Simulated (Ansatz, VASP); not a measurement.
# TiNb2 (TiNb2 in the C11b ordering): VASP beside Ansatz, part 2 of 2

Aim: how closely do two programs agree when they are given the same cell, functional and k mesh? The cell is generated by rule, not measured, and may not be a known phase. The cell is taken from a series of runs on this material, whose earlier steps may have relaxed, scaled, displaced or heated it; both programs get it as it stands.

VASP 6.6.1 and Ansatz 0.2.0.

So far: The starting structure; VASP: relaxation of cell and atoms, PBE, pair 1; Ansatz: relaxation of cell and atoms, PBE, pair 1; Comparison.

### Step 5. Ansatz: relaxation of cell and atoms, PBE, pair 2

Level of this step: Ansatz beside VASP: Kohn-Sham DFT, plane waves, PBE (Ansatz).

The relaxed volume is the usual yardstick between codes: in a stiff, nearly cubic crystal its relative difference is about their pressure difference at one cell divided by the bulk modulus.

The cell is taken from a series of runs on this material, whose earlier steps may have relaxed, scaled, displaced or heated it; both programs get it as it stands.

File input.yaml:

```yaml
crystal:
  lattice:
    - [3.29355, 0.0, 0.0]
    - [0.0, 3.29355, 0.0]
    - [1.64677, 1.64677, 4.94032]
  atoms:
    - { symbol: Ti, position: [0.0, 0.0, 0.0] }
    - { symbol: Nb, position: [0.66666667, 0.66666667, 0.66666667] }
    - { symbol: Nb, position: [0.33333333, 0.33333333, 0.33333333] }
kpoints:
  mp_grid: { grid: [10, 10, 10] }
hamiltonian:
  xc: pbe
scf:
  occupations: { method: gaussian, width: 0.1 }
output:
  forces: true
  stress: true
  eigenvalues: true
  write_density: true
  write_potential: true
  elf: true
  volumetric_format: npy
relax:
  adjacent_minimum: "off"
  f_tol: 0.005
  max_steps: 80
  cell: { stress_tol: 0.05 }
```

Started as:

```bash
$ ansatz run input.yaml --threads 4 --pin off --max-ram 8192MiB --backend cpu --events-out ev --progress --plain --runs-dir out
```

Numbers of over 12 decimals in the logs are rounded to 6 here.

The program printed:

```text
[...]
Crystal: 3 atoms, lattice volume = 53.590 Å³
Basis set: ecut = 420 eV, 1045 PW (Γ), exchange–correlation on 48×48×80 points (8 copies of the dense FFT grid, shifted against one another)
Bands: 23, of which v1, the nominal top of the filled ones, is band 19 counted from 1 (18 counted from 0)
Symmetry: 16 space group operations
[...]
k-points: 102 of 1000
[...]
--- Relaxed structure (5 steps of the walk, 4 accepted, 1 SCFs on fresh bases) ---
[...]
cell:  # Å, volume = 53.3938 Å³
    - [3.309249, -4.2371196943481376e-13, 1.6746124664934945e-6]
    - [-4.23711969348688e-13, 3.309249, 1.674612466496399e-6]
    - [1.654622, 1.654622, 4.875645]
  atoms:
    - { symbol: Ti, position: [0, 0, 0] }
    - { symbol: Nb, position: [0.671406, 0.671406, 0.657188] }
    - { symbol: Nb, position: [0.328594, 0.328594, 0.342812] }
[key lines of the parts left out:]
SCF converged after 8 iterations
Free energy (F): -11604.126436 eV
Fermi energy:    16.285986 eV
P = ⅓ Tr σ = -0.0156 GPa (-0.156 kbar)
```

### Step 6. VASP: relaxation of cell and atoms, PBE, pair 2

The same cell, functional, mesh and smearing now go to VASP, with its own data sets.

File INCAR:

```
SYSTEM = TiNb2
PREC = Accurate
ENCUT = 500
EDIFF = 1E-07
NELM = 120
ISMEAR = 0
SIGMA = 0.1
LREAL = .FALSE.
ALGO = Normal
GGA = PE
NBANDS = 25
LASPH = .TRUE.
LORBIT = 11
LWAVE = .FALSE.
LCHARG = .FALSE.
ISIF = 3
IBRION = 2
NSW = 80
EDIFFG = -0.005
GGA_COMPAT = .FALSE.
NELMIN = 4
KPAR = 2
```

File POSCAR:

```
TiNb2
1.0
    3.2935500000      0.0000000000      0.0000020000
    0.0000000000      3.2935500000      0.0000020000
    1.6467720000      1.6467720000      4.9403220000
Ti Nb
1 2
Direct
    0.0000000000      0.0000000000      0.0000000000
    0.6666667341      0.6666667341      0.6666665317
    0.3333333671      0.3333333671      0.3333332659
```

File KPOINTS:

```
Automatic mesh
0
Gamma
10 10 10
0 0 0
```

Potentials, in the order of the species: Ti_sv and Nb_sv (PBE family, release 64).

Started as:

```bash
$ mpirun -np 2 vasp_std
```

The program printed:

```text
[... set-up lines as in an earlier step ...]
 entering main loop
       N       E                     dE             d eps       ncg     rms          rms(c)
DAV:   1     0.493040580134E+03    0.49304E+03   -0.20074E+04  5100   0.166E+03
DAV:   2     0.199808775939E+02   -0.47306E+03   -0.46544E+03  5375   0.599E+02
DAV:   3    -0.269462601101E+02   -0.46927E+02   -0.45583E+02  9644   0.157E+02
DAV:   4    -0.300883577387E+02   -0.31421E+01   -0.30824E+01  7434   0.336E+01
[...]
DAV:  15    -0.281288016846E+02   -0.84913E-07   -0.21713E-06  8361   0.124E-02    0.465E-03
DAV:  16    -0.281288010996E+02    0.58503E-06   -0.53593E-07  6383   0.568E-03    0.982E-04
DAV:  17    -0.281288011365E+02   -0.36890E-07   -0.79629E-08  4815   0.232E-03
   1 F= -.28128801E+02 E0= -.28114065E+02  d E =-.281288E+02
[... from here on, the cycles between the ionic steps are left out ...]
   2 F= -.28143124E+02 E0= -.28128633E+02  d E =-.143225E-01
   3 F= -.28143901E+02 E0= -.28129252E+02  d E =-.150994E-01
   4 F= -.28156471E+02 E0= -.28142274E+02  d E =-.125709E-01
   5 F= -.28156716E+02 E0= -.28142525E+02  d E =-.128150E-01
   6 F= -.28156697E+02 E0= -.28142393E+02  d E =0.185724E-04
   7 F= -.28156911E+02 E0= -.28142668E+02  d E =-.195964E-03
   8 F= -.28156929E+02 E0= -.28142667E+02  d E =-.179288E-04
   9 F= -.28156938E+02 E0= -.28142648E+02  d E =-.267793E-04
[...]
reached required accuracy - stopping structural energy minimisation
```

From OUTCAR (step 6):

```text
  Total        0.0016605      0.0016605      0.0011896      0.0000000      0.0000000      0.0000000
  in kB        0.0499416      0.0499416      0.0357768      0.0000000      0.0000000      0.0000000
  external PRESSURE =       0.0452200 kB  Pullay stress =       0.0000000 kB

 POSITION                                       TOTAL-FORCE (eV/Angst)
 -----------------------------------------------------------------------------------
      0.00000      0.00000      0.00000         0.000000      0.000000      0.000000
      3.30626      3.30626      3.20301        -0.000000     -0.000000      0.000004
      1.65313      1.65313      1.67029         0.000000      0.000000     -0.000004
 -----------------------------------------------------------------------------------
    total drift:                               -0.000000     -0.000000      0.001863

  FREE ENERGIE OF THE ION-ELECTRON SYSTEM (eV)
  ---------------------------------------------------
  free  energy   TOTEN  =       -28.1569382614 eV

  energy  without entropy=      -28.1283583239  energy(sigma->0) =      -28.14264829

[... 1 part as in an earlier step ...]

[... 3 further parts left out ...]
[key lines of the parts left out:]
E-fermi :  10.2236
```

### Step 7. Differences

The two programs side by side:

| quantity | Ansatz | VASP | difference |
| --- | --- | --- | --- |
| volume (Å³) | 53.39 | 53.27 | +0.23 % |
| edge a after relaxation, in the typed setting (Å) | 3.309 | 3.306 | +0.09 % |
| edge c after relaxation, in the typed setting (Å) | 5.408 | 5.405 | +0.06 % |

### Step 8. VASP: zone-centre phonons, PBE

Second derivatives magnify differences that forces hide, and they need a tight electronic threshold.

File INCAR:

```
SYSTEM = TiNb2
PREC = Accurate
ENCUT = 500
EDIFF = 1E-08
NELM = 120
ISMEAR = 1
SIGMA = 0.2
LREAL = .FALSE.
ALGO = Normal
GGA = PE
NBANDS = 25
LASPH = .TRUE.
LORBIT = 11
LWAVE = .FALSE.
LCHARG = .FALSE.
ISIF = 2
IBRION = 8
GGA_COMPAT = .FALSE.
KPAR = 2
```

File POSCAR:

```
TiNb2
1.0
    3.3093498458      0.0000000000      0.0000016747
    0.0000000000      3.3093498458      0.0000016747
    1.6546724565      1.6546724565      4.8738803789
Ti Nb
1 2
Direct
    0.0000000000      0.0000000000      0.0000000000
    0.6713810184      0.6713810184      0.6572379633
    0.3286189816      0.3286189816      0.3427620367
```

File KPOINTS:

```
Automatic mesh
0
Gamma
6 6 6
0 0 0
```

Started as:

```bash
$ mpirun -np 2 vasp_std
```

The program printed:

```text
[... set-up lines as in an earlier step ...]
 entering main loop
       N       E                     dE             d eps       ncg     rms          rms(c)
DAV:   1     0.492160083021E+03    0.49216E+03   -0.20183E+04  1500   0.166E+03
DAV:   2     0.202370728920E+02   -0.47192E+03   -0.46447E+03  1585   0.602E+02
DAV:   3    -0.274756186273E+02   -0.47713E+02   -0.46366E+02  2916   0.155E+02
DAV:   4    -0.302522391629E+02   -0.27766E+01   -0.27282E+01  2157   0.317E+01
[...]
DAV:  17    -0.281343545287E+02   -0.10911E-06   -0.77738E-08  2456   0.193E-03    0.350E-04
DAV:  18    -0.281343545461E+02   -0.17313E-07   -0.30334E-09  1343   0.460E-04    0.248E-04
DAV:  19    -0.281343545471E+02   -0.10332E-08   -0.44319E-09  1280   0.548E-04
   1 F= -.28134355E+02 E0= -.28131670E+02  d E =-.805443E-02
 Linear response reoptimize wavefunctions to high precision
DAV:   1    -0.281343545508E+02   -0.37371E-08   -0.79953E-10  1342   0.249E-04
DAV:   2    -0.281343545509E+02   -0.57298E-10   -0.26615E-10  1221   0.158E-04
 Linear response DOF=           4
 Linear response progress:
[...]
RMM:  24    -0.467908898717E+00   -0.14534E-06   -0.11918E-06  8872   0.185E-03    0.608E-05
RMM:  25    -0.467908908912E+00   -0.10196E-07   -0.61138E-07  8581   0.168E-03    0.777E-05
RMM:  26    -0.467909235415E+00   -0.32650E-06   -0.16851E-06  8601   0.154E-03    0.694E-05
 first order change of Fermi-energy  -0.37520E-04
 force on displaced ion       2 direction 1 :  -5.637  -0.000   0.010
 Linear response progress:
  Degree of freedom:   4/  4
       N       E                     dE             d eps       ncg     rms          rms(c)
RMM:   2    -0.531373851793E+00    0.87626E-01   -0.58892E-01  2419   0.443E+00    0.311E-01
RMM:   3    -0.535395253793E+00   -0.40214E-02   -0.56007E-02  3128   0.145E+00    0.385E-01
RMM:   4    -0.533575413016E+00    0.18198E-02   -0.13798E-02  3127   0.637E-01    0.112E-01
RMM:   5    -0.533850881751E+00   -0.27547E-03   -0.46318E-03  3685   0.316E-01    0.553E-02
[...]
RMM:  22    -0.533846645790E+00   -0.10841E-05   -0.21011E-06  3648   0.273E-03    0.158E-03
RMM:  23    -0.533847389472E+00   -0.74368E-06   -0.18905E-06  3730   0.240E-03    0.153E-03
RMM:  24    -0.533847557283E+00   -0.16781E-06   -0.15494E-06  3827   0.213E-03    0.155E-03
 first order change of Fermi-energy  -0.10062E+00
 force on displaced ion       2 direction 3 :   0.000   0.000  -8.126
 Linear response finished
```

OUTCAR, selected parts (step 8):

```text
  Total       -0.1120158     -0.1120158     -0.4289265     -0.0000000      0.0000002      0.0000002
  in kB       -3.3622478     -3.3622478    -12.8745907     -0.0000000      0.0000048      0.0000048
  external PRESSURE =      -6.5330288 kB  Pullay stress =       0.0000000 kB

 POSITION                                       TOTAL-FORCE (eV/Angst)
 -----------------------------------------------------------------------------------
      0.00000      0.00000      0.00000         0.000000      0.000000      0.000000
      3.30935      3.30935      3.20330         0.000000      0.000000     -0.033270
      1.65467      1.65467      1.67058        -0.000000     -0.000000      0.033270
 -----------------------------------------------------------------------------------
    total drift:                               -0.000000      0.000000      0.000000

[... 2 further parts left out ...]
```

### Step 9. Ansatz: zone-centre phonons, PBE

The same cell, functional, mesh and smearing now go to Ansatz, which takes its cutoff from its data sets.

The cell is taken from a series of runs on this material, whose earlier steps may have relaxed, scaled, displaced or heated it; both programs get it as it stands.

File input.yaml:

```yaml
crystal:
  lattice:
    - [3.3093498458, 0.0, 1.6747e-06]
    - [0.0, 3.3093498458, 1.6747e-06]
    - [1.6546724565, 1.6546724565, 4.8738803789]
  atoms:
    - { symbol: Ti, position: [0.0, 0.0, 0.0] }
    - { symbol: Nb, position: [0.6713810184, 0.6713810184, 0.6572379633] }
    - { symbol: Nb, position: [0.3286189816, 0.3286189816, 0.3427620367] }
kpoints:
  mp_grid: { grid: [6, 6, 6] }
hamiltonian:
  xc: pbe
scf:
  occupations: { method: methfessel_paxton, width: 0.2 }
output:
  eigenvalues: true
phonons:
  method: dfpt
  qmesh: [2, 2, 2]
  temperatures: { t_max: 1000, t_step: 50 }
  qpath:
    path:
      - [[0.0, 0.0, 0.0], [0.5, 0.5, 0.5], [0.5, 0.5, 0.75], [0.5, 0.0, 0.5], [0.0, 0.0, 0.0], [0.0, 0.0, 0.5], [0.44237036, 0.0, 0.72118518]]
      - [[0.55762964, 0.0, 0.27881482], [0.0, 0.0, 0.0]]
      - [[0.5, 0.5, 0.5], [0.55762964, 0.44237036, 0.5]]
      - [[0.44237036, 0.44237036, 0.94237036], [0.0, 0.0, 0.5]]
    npoints: 10
```

Started as:

```bash
$ ansatz run input.yaml --threads 4 --pin off --max-ram 8192MiB --backend cpu --events-out ev --progress --plain --runs-dir out
```

The program printed:

```text
[...]
largest difference from the sums on the solved wave vectors: F 5.99e-2 eV, S 9.10e-5 and C_V 3.11e-5 eV/K
  zero-point energy: 0.073200 eV/cell   skipped modes (ω ≤ 0): 27, of them read as no rigid motion or as one in doubt: 24 (1.321e-2 modes/cell left out, lowest -19.44 cm⁻¹)   left out of the sums: 1.53e-3 of the cell's modes: C_V's classical limit lies that fraction below 3 k_B per atom; for a crystal, a wire or a layer, F and S can be off by more, and a phonons.interpolated_qmesh denser along its periods is the remedy for the sampling
[key lines of the parts left out:]
SCF converged after 8 iterations
Free energy (F): -11604.104586 eV
Fermi energy:    16.310698 eV
```

### Step 10. Differences

What differs besides the data sets and the points named for the pairs above, as far as they apply: VASP's run holds the zone centre alone. Total energies have different zeros and are not compared.

Both answers:

| quantity | Ansatz | VASP | difference |
| --- | --- | --- | --- |
| optical mode 1 to 2 (cm⁻¹) | 157.4 | 158.1 | -0.49 % |
| optical mode 3 (cm⁻¹) | 192.3 | 196.1 | -1.96 % |
| optical mode 4 to 5 (cm⁻¹) | 196.3 | 197.4 | -0.55 % |
| optical mode 6 (cm⁻¹) | 205.5 | 207.7 | -1.04 % |

Modes are paired by rising frequency, not by their patterns, so a pair may set unlike modes beside each other; they are those without the splitting of longitudinal modes.

### Step 11. Results

* difference in volume (relaxation of cell and atoms, PBE, pair 1): 0.23 %
* difference in volume (relaxation of cell and atoms, PBE, pair 2): 0.23 %
* r.m.s. difference of the optical zone-centre modes, each program's sorted by frequency (zone-centre phonons, PBE): 2.0 cm⁻¹
* difference in optical mode 3 (zone-centre phonons, PBE): -2.0 %

In words: The difference in volume is 0.23 % (relaxation of cell and atoms, PBE, pair 1), within the 1.2 % picked in this series as the mark of a large difference, as far as the stopping tolerances let one tell. Among the rows given in per cent, the largest difference of the zone-centre phonons, PBE pair is in optical mode 3, -2.0 %. 1 further run of this series is not shown here. How closely two codes agree says nothing of how well the functional describes the real material.

[Lines on the potential files, build, host, timing and source positions are cut from VASP's logs without a mark.]

[Logs are printed without paths, hosts, clocks, repeated set-up lines and the standing remarks that a program may print on its own settings, such as how far it seeks lower states.]

[Hosts, paths, dates, database ids (printed as entryN), source tags and the programs' standing remarks are cut or masked in the printed files.]
